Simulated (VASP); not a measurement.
# GW on BN (Qingsongite)

How does the gap of BN (Qingsongite) change from the starting functional to GW? The cell is of the zinc-blende type, one of the forms listed for this formula. The start is a cell from a database of measured crystal structures.

Method: PBE; plane waves and PAW (B_GW, N_GW), in the first sound run; inputs show where later runs differ, in VASP 6.6.1.

Most raw output is cut from this account.

**1. The starting structure**

Symmetry: F-43m, No. 216, cubic system. The conventional cell has a = 3.615 Å, b = 3.615 Å, c = 3.615 Å, α = 90.00°, β = 90.00°, γ = 90.00°. B has 4 N at 1.57 Å nearest. Nearest to N lie 4 B at 1.57 Å. Farther neighbours and most contacts between anions are not listed.

Structure file:

```xyz
2
Lattice="0.0000 1.8075 1.8075 1.8075 0.0000 1.8075 1.8075 1.8075 0.0000" Properties=species:S:1:pos:R:3 pbc="T T T"
B     0.0000    0.0000    0.0000
N     0.9038    0.9038    0.9038
```

**2. Ground state**

The orbitals come from a self-consistent PBE run with a tight EDIFF and a narrow smearing. KPOINTS_OPT adds the bands along a path, which shows whether the mesh holds the band edges.

Input file INCAR:

```
SYSTEM = BN
PREC = Accurate
ENCUT = 450
EDIFF = 1E-08
NELM = 100
ISMEAR = 0
SIGMA = 0.01
LREAL = .FALSE.
ALGO = Normal
GGA = PE
NBANDS = 10
LORBIT = 11
LWAVE = .TRUE.
LCHARG = .FALSE.
KPAR = 8
```

Input file POSCAR:

```
BN
1.0
    0.0000000000      1.8075000000      1.8075000000
    1.8075000000      0.0000000000      1.8075000000
    1.8075000000      1.8075000000      0.0000000000
B N
1 1
Direct
    0.0000000000      0.0000000000      0.0000000000
    0.2500000000      0.2500000000      0.2500000000
```

Input file KPOINTS:

```
Automatic mesh
0
Gamma
8 8 8
0 0 0
```

Input file KPOINTS_OPT:

```
Line mode
12
Line-mode
Reciprocal
  0.00000000   0.00000000   0.00000000 GAMMA
  0.50000000   0.00000000   0.50000000 X

  0.50000000   0.00000000   0.50000000 X
  0.50000000   0.25000000   0.75000000 W

  0.50000000   0.25000000   0.75000000 W
  0.37500000   0.37500000   0.75000000 K

  0.37500000   0.37500000   0.75000000 K
  0.00000000   0.00000000   0.00000000 GAMMA

  0.00000000   0.00000000   0.00000000 GAMMA
  0.50000000   0.50000000   0.50000000 L

  0.50000000   0.50000000   0.50000000 L
  0.62500000   0.25000000   0.62500000 U

  0.62500000   0.25000000   0.62500000 U
  0.50000000   0.25000000   0.75000000 W

  0.50000000   0.25000000   0.75000000 W
  0.50000000   0.50000000   0.50000000 L

  0.50000000   0.50000000   0.50000000 L
  0.37500000   0.37500000   0.75000000 K

  0.62500000   0.25000000   0.62500000 U
  0.50000000   0.00000000   0.50000000 X
```

The projector-augmented-wave data sets are B_GW and N_GW (PBE family, release 64).

Started as:

```
$ mpirun -np 8 vasp_std
```

Elapsed: 5.4 s, on 8 MPI ranks of AMD EPYC 7R43, shared host; peak memory 0.68 GiB.

Numbers from this step:

| Item | Value |
| --- | --- |
| free energy (TOTEN) | -17.45 eV |
| Fermi energy | 7.583 eV |
| pressure | -0.6471 GPa |
| least gap on mesh and path | 4.460 eV |
| least direct gap on mesh and path | 8.820 eV |

The highest empty bands on the path are converged less tightly, to about 0.1 eV. Electronic bands along the path, in eV, zero at the valence-band top; v1 is the highest filled band, c1 the lowest empty one:

```tsv
point	v3	v2	v1	c1	c2	c3	c4
Γ	0.00	0.00	0.00	8.82	8.82	8.82	10.34
0.55 of the way	-4.54	-3.32	-3.32	6.50	11.21	14.04	14.04
X	-8.92	-4.91	-4.91	4.46	9.23	17.93	17.93
0.55 of the way	-8.43	-5.88	-5.84	6.85	11.18	15.95	17.30
W	-7.59	-6.96	-6.51	9.60	13.31	14.51	14.65
0.55 of the way	-7.98	-7.47	-4.94	7.99	13.05	14.73	16.53
K	-8.13	-7.66	-4.07	6.91	12.87	15.83	16.69
0.55 of the way	-5.14	-3.43	-0.90	10.38	10.58	10.93	13.34
Γ	0.00	0.00	0.00	8.82	8.82	8.82	10.34
0.55 of the way	-6.15	-1.26	-1.26	9.72	10.46	10.46	13.88
L	-10.69	-1.94	-1.94	10.14	10.71	10.71	15.26
0.55 of the way	-9.80	-4.82	-2.99	8.67	13.04	13.09	15.56
U	-8.13	-7.66	-4.07	6.91	12.87	15.83	16.69
0.55 of the way	-7.92	-7.39	-5.25	8.37	13.13	14.47	16.28
W	-7.59	-6.96	-6.51	9.60	13.31	14.51	14.65
0.55 of the way	-9.87	-4.46	-3.20	9.66	11.04	13.93	15.72
L	-10.69	-1.94	-1.94	10.14	10.71	10.71	15.26
0.45 of the way	-10.07	-4.09	-2.73	9.10	12.34	12.46	15.63
K	-8.13	-7.66	-4.07	6.91	12.87	15.83	16.69
jump to U	-8.13	-7.66	-4.07	6.91	12.87	15.83	16.69
0.45 of the way	-8.67	-6.13	-4.65	5.55	10.36	17.23	17.49
X	-8.92	-4.91	-4.91	4.46	9.23	17.93	17.93
```

Of the projections kept (B, N), the largest for each band there; the rest of the weight can lie on other orbitals:

```tsv
point	v3	v2	v1	c1	c2	c3	c4
Γ	N 0.86	N 0.86	N 0.86	B 0.93	B 0.93	B 0.93	N 0.74
X	N 0.54	N 0.62	N 0.62	B 0.56	B 0.91	B 0.57	B 0.57
W	B 0.51	N 0.66	N 0.54	N 0.87	B 0.74	B 1.00	B 0.52
K	N 0.51	N 0.59	N 0.64	B 0.56	B 0.59	B 0.61	B 0.63
Γ	N 0.86	N 0.86	N 0.86	B 0.93	B 0.93	B 0.93	N 0.74
L	B 0.50	N 0.72	N 0.72	B 0.60	B 0.79	B 0.79	N 0.79
```

The cell has a gap of 4.46 eV on mesh and path.

**3. Empty bands**

ALGO = Exact makes the empty bands from the converged ground state in one step. LOPTICS writes the k-derivatives of the orbitals (WAVEDER), which give the long-wavelength limit of the screening.

Input file INCAR:

```
SYSTEM = BN
PREC = Accurate
ENCUT = 450
ISMEAR = 0
SIGMA = 0.01
LREAL = .FALSE.
GGA = PE
NBANDS = 32
ALGO = Exact
NELM = 1
LWAVE = .TRUE.
LCHARG = .FALSE.
LOPTICS = .TRUE.
NEDOS = 1000
CSHIFT = 0.1
```

POSCAR is that of step 2.

KPOINTS is that of step 2.

Started as:

```
$ mpirun -np 8 vasp_std
```

It took 3.8 s on 8 MPI ranks; peak memory 0.6 GiB; 22 s of CPU time.

The gap is read on the k-mesh alone, so it is an upper bound where the band edges lie off the mesh.

A gap read on the k-mesh alone can miss the band edges.

Numbers from this step:

| Item | Value |
| --- | --- |
| gap on the k-mesh | 4.460 eV |
| least direct gap on the k-mesh | 8.820 eV |

WAVECAR now holds 32 bands for 8 electrons. Its independent-particle dielectric tensor has xx, yy, zz = 4.7, 4.7, 4.7 on this mesh, which isn't tested for convergence in mesh or bands and lacks local fields.

**4. G0W0, ENCUTGW 100, bands in the sums 32**

This step: G0W0 on PBE; plane waves and PAW (B_GW, N_GW) (VASP 6.6.1).

G0W0 keeps orbitals and screening fixed and shifts each of the lowest NBANDSGW levels once.

Input file INCAR:

```
SYSTEM = BN
PREC = Accurate
ENCUT = 450
ISMEAR = 0
SIGMA = 0.01
LREAL = .FALSE.
GGA = PE
NBANDS = 32
ALGO = EVGW0
NELMGW = 1
ENCUTGW = 100
NOMEGA = 48
PRECFOCK = Fast
NBANDSGW = 16
LWAVE = .FALSE.
LCHARG = .FALSE.
```

POSCAR is that of step 3.

KPOINTS is that of step 3.

Started as:

```
$ mpirun -np 8 vasp_std
```

The job ended after 2.1 min (8 MPI ranks; peak memory 1 GiB).

This step gave:

```yaml
quasiparticle_gap_on_the_mesh: 5.742 eV
smallest_direct_quasiparticle_gap_on_the_mesh: 10.81 eV
gap_of_the_starting_orbitals_on_the_mesh: 4.460 eV
```

GW takes the gap from 4.460 to 5.742 eV. The value holds for 32 bands, ENCUTGW = 100 eV and this mesh, and isn't shown to be converged in them.

**5. Empty bands**

This step: PBE; plane waves and PAW (B_GW, N_GW) (VASP 6.6.1).

The empty bands are made again, for the run that follows.

Input file INCAR:

```
SYSTEM = BN
PREC = Accurate
ENCUT = 450
ISMEAR = 0
SIGMA = 0.01
LREAL = .FALSE.
GGA = PE
NBANDS = 48
ALGO = Exact
NELM = 1
LWAVE = .TRUE.
LCHARG = .FALSE.
LOPTICS = .TRUE.
NEDOS = 1000
CSHIFT = 0.1
```

POSCAR is that of step 4.

KPOINTS is that of step 4.

Started as:

```
$ mpirun -np 8 vasp_std
```

Wall time 3.8 s (8 MPI ranks); peak memory 0.62 GiB; 22 s of CPU time.

WAVECAR now holds 48 bands for 8 electrons.

**6. G0W0, ENCUTGW 140, bands in the sums 48**

This step: G0W0 on PBE; plane waves and PAW (B_GW, N_GW) (VASP 6.6.1).

ENCUTGW rises to 140 eV and the bands with it, to about the number of plane waves under that cutoff.

Input file INCAR:

```
SYSTEM = BN
PREC = Accurate
ENCUT = 450
ISMEAR = 0
SIGMA = 0.01
LREAL = .FALSE.
GGA = PE
NBANDS = 48
ALGO = EVGW0
NELMGW = 1
ENCUTGW = 140
NOMEGA = 48
PRECFOCK = Fast
NBANDSGW = 16
LWAVE = .FALSE.
LCHARG = .FALSE.
```

POSCAR is that of step 5.

KPOINTS is that of step 5.

Started as:

```
$ mpirun -np 8 vasp_std
```

Run time: 2.9 min. Hardware: 8 MPI ranks; peak memory 1.2 GiB; 22 min of CPU time.

The gap is now 5.912 eV, +171 meV against the GW run before.

**7. Empty bands**

This step: PBE; plane waves and PAW (B_GW, N_GW) (VASP 6.6.1).

Input file INCAR:

```
SYSTEM = BN
PREC = Accurate
ENCUT = 450
ISMEAR = 0
SIGMA = 0.01
LREAL = .FALSE.
GGA = PE
NBANDS = 72
ALGO = Exact
NELM = 1
LWAVE = .TRUE.
LCHARG = .FALSE.
LOPTICS = .TRUE.
NEDOS = 1000
CSHIFT = 0.1
```

POSCAR is that of step 6.

KPOINTS is that of step 6.

Started as:

```
$ mpirun -np 8 vasp_std
```

Wall time 4 s (8 MPI ranks); peak memory 0.62 GiB; 24 s of CPU time.

WAVECAR now holds 72 bands for 8 electrons.

**8. G0W0, ENCUTGW 180, bands in the sums 72**

This step: G0W0 on PBE; plane waves and PAW (B_GW, N_GW) (VASP 6.6.1).

ENCUTGW rises to 180 eV and the bands with it, to about the number of plane waves under that cutoff.

Input file INCAR:

```
SYSTEM = BN
PREC = Accurate
ENCUT = 450
ISMEAR = 0
SIGMA = 0.01
LREAL = .FALSE.
GGA = PE
NBANDS = 72
ALGO = EVGW0
NELMGW = 1
ENCUTGW = 180
NOMEGA = 48
PRECFOCK = Fast
NBANDSGW = 16
LWAVE = .FALSE.
LCHARG = .FALSE.
```

POSCAR is that of step 7.

KPOINTS is that of step 7.

Started as:

```
$ mpirun -np 8 vasp_std
```

Elapsed: 3.7 min, on 8 MPI ranks; peak memory 1.3 GiB.

The gap is now 6.019 eV, +106 meV against the GW run before.

**9. Empty bands**

This step: PBE; plane waves and PAW (B_GW, N_GW) (VASP 6.6.1).

Input file INCAR:

```
SYSTEM = BN
PREC = Accurate
ENCUT = 450
ISMEAR = 0
SIGMA = 0.01
LREAL = .FALSE.
GGA = PE
NBANDS = 88
ALGO = Exact
NELM = 1
LWAVE = .TRUE.
LCHARG = .FALSE.
LOPTICS = .TRUE.
NEDOS = 1000
CSHIFT = 0.1
```

POSCAR is that of step 8.

KPOINTS is that of step 8.

Started as:

```
$ mpirun -np 8 vasp_std
```

The job ended after 4.2 s (8 MPI ranks; peak memory 0.61 GiB; 25 s of CPU time).

WAVECAR now holds 88 bands for 8 electrons.

**10. G0W0, ENCUTGW 220, bands in the sums 88**

This step: G0W0 on PBE; plane waves and PAW (B_GW, N_GW) (VASP 6.6.1).

ENCUTGW rises to 220 eV and the bands with it, to about the number of plane waves under that cutoff.

Input file INCAR:

```
SYSTEM = BN
PREC = Accurate
ENCUT = 450
ISMEAR = 0
SIGMA = 0.01
LREAL = .FALSE.
GGA = PE
NBANDS = 88
ALGO = EVGW0
NELMGW = 1
ENCUTGW = 220
NOMEGA = 48
PRECFOCK = Fast
NBANDSGW = 16
LWAVE = .FALSE.
LCHARG = .FALSE.
```

POSCAR is that of step 9.

KPOINTS is that of step 9.

Started as:

```
$ mpirun -np 8 vasp_std
```

The job ended after 4.4 min (8 MPI ranks; peak memory 1.5 GiB).

The gap is now 6.083 eV, +64 meV against the GW run before.

**11. Summary**

This step: GW series: G0W0 on PBE; plane waves and PAW (VASP 6.6.1).

No new run; the numbers come from the runs before.

Numbers from this step:

| Quantity | Value |
| --- | --- |
| gap extrapolated to a complete basis | 6.257 eV |
| direct gap extrapolated to a complete basis | 11.19 eV |

Cost is wall time times ranks on a shared host, with the step that makes the empty bands. GW runs:

```tsv
level	bands	ENCUTGW (eV)	NOMEGA	k mesh	starting gap (eV)	quasiparticle gap (eV)	direct gap (eV)	cost (core minutes)
G0W0	32	100	48	8x8x8	4.46	5.742	10.81	17.71
G0W0	48	140	48	8x8x8	4.46	5.912	10.91	23.32
G0W0	72	180	48	8x8x8	4.46	6.019	10.99	30.27
G0W0	88	220	48	8x8x8	4.46	6.083	11.05	36.03
```

**12. Summary of results**

```json
{
 "G0W0 on PBE, 88 bands, ENCUTGW 220 eV, NOMEGA 48, mesh 8×8×8": "4.460 → 6.083 eV",
 "G0W0 on PBE, 32 bands, ENCUTGW 100 eV, NOMEGA 48, mesh 8×8×8": "4.460 → 5.742 eV",
 "gap at a complete basis (linear in ENCUTGW^-3/2)": "6.26 eV"
}
```

In words: G0W0 gives a quasiparticle gap of 6.083 eV on the mesh, 1.62 eV over the PBE gap on the same mesh. On mesh and path the starting valence top lies at Γ and the conduction bottom at (0.5, 0.5, 0), so the starting gap is indirect. Both points lie on the GW mesh. The steps of the series move the gap by +170, +107, +64 meV; the last costs 1.2 times the one before. The last step lies outside a tolerance of 30 meV, picked for this account, and the last two together move the gap by +170 meV. Extrapolated from the last three points to a complete basis, the gap is 6.26 eV, +174 meV from the dearest run. The extrapolation removes the error of the response basis alone, at this mesh, ENCUT and data set. Not tabulated here, as repeats of values shown or as unfit to read for their mesh, reference level or band range: eps2 curves (empty bands); eps1 curves and static values (empty bands); gaps (empty bands).

[Lines on the potential files, build, host, timing and source positions are cut from VASP's logs without a mark.]

[Logs are printed without paths, hosts, clocks, repeated set-up lines and the standing remarks that a program may print on its own settings, such as how far it seeks lower states.]

[Hosts, paths, dates, database ids (printed as entryN), source tags and the programs' standing remarks are cut or masked in the printed files.]

[Pressures printed for these runs are not shown converged in the cutoff: they can be off by several GPa and have the wrong sign.]
